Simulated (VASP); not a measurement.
Set up this calculation in VASP 6.6.1, as the native input.

* Task: single point
* Functional: LDA
* Potentials or basis: VASP PAW LDA potentials, release 64 (O, H, Ca_sv, Cl)
* Cutoff: 520 eV
* k mesh: 1 × 1 × 1
* Occupations: fermi-dirac, width 0.02 eV
* Spin: no spin polarisation
* Dipole correction: no
* Further INCAR settings: LREAL = Auto; ALGO = Normal; EDIFF = 1e-06; NBANDS = 52

The structure of CaH12Cl2O6 lies in POSCAR:

```
CaH12Cl2O6
1.0
    6.8384790000      0.0000000000      0.0000000000
    0.0000000000      6.8384790000      0.0000000000
    0.0000000000      0.0000000000      6.8384790000
O H Ca Cl
6 12 1 2
Direct
   -0.0080573473      0.9162710012      0.6543999038
    0.5116634854      0.8001194418      0.8339573756
    0.1659433333      0.2529071157      1.0165564594
    0.6272886120      0.4130011951      0.8923621759
    0.3760924030      0.5077591084      0.3163861438
    0.9033002807      0.7732567432     -0.0096805152
    0.1106240145      0.9873979287      0.6144641228
   -0.0079403622      0.8117887033      0.5508534866
    0.4648402079      0.9281011172      0.7863444488
    0.5151730377      0.7135358608      0.7203941110
    0.1220446827      0.1274113732      1.0564629942
    0.2321130181      0.2028228792      0.8922451908
    0.5173518848      0.3140464422      0.8389292414
    0.7466280148      0.3697459625      0.8248471627
    0.2399948878      0.4976398992      0.2993648149
    0.4012734411      0.3767211978      0.3738696865
    0.9564261293      0.8352880809     -0.1310671569
    1.0082212726      0.6882524608      0.0540617292
    0.6046958688      0.6425259184      0.1165756303
    0.9264340799      0.5476363969      0.3223816290
    0.3900282504      0.1826429532      0.6265720784
```

The cell was built by a generator and needn't be a form met in nature.

These files were run (other wordings do the same):

INCAR

```
SYSTEM = CaH12Cl2O6
PREC = Accurate
ENCUT = 520
EDIFF = 1E-6
ISMEAR = -1
SIGMA = 0.02
LREAL = Auto
LASPH = .TRUE.
NELM = 80
ALGO = Normal
ISIF = 2
LWAVE = .FALSE.
LCHARG = .FALSE.
GGA = CA
NBANDS = 52
```

KPOINTS

```
Automatic mesh
0
G
  1 1 1
  0 0 0
```

Potentials or basis: VASP PAW LDA potentials, release 64 (O, H, Ca_sv, Cl).

Launch:

```console
$ cat potpaw_LDA.64/O/POTCAR potpaw_LDA.64/H/POTCAR potpaw_LDA.64/Ca_sv/POTCAR potpaw_LDA.64/Cl/POTCAR > POTCAR
$ mpirun -np 1 vasp_gam > vasp.out
```

It gave:

```json
{
  "Pressure": "-0.6 GPa",
  "Largest force": "2.968 eV/Å",
  "Band gap on the k mesh": "3.93 eV, direct"
}
```

Run time: 46 s on 1 thread of Intel(R) Xeon(R) Platinum 8559C (Emerald Rapids), with other jobs on the host, peak memory 0.28 GiB.
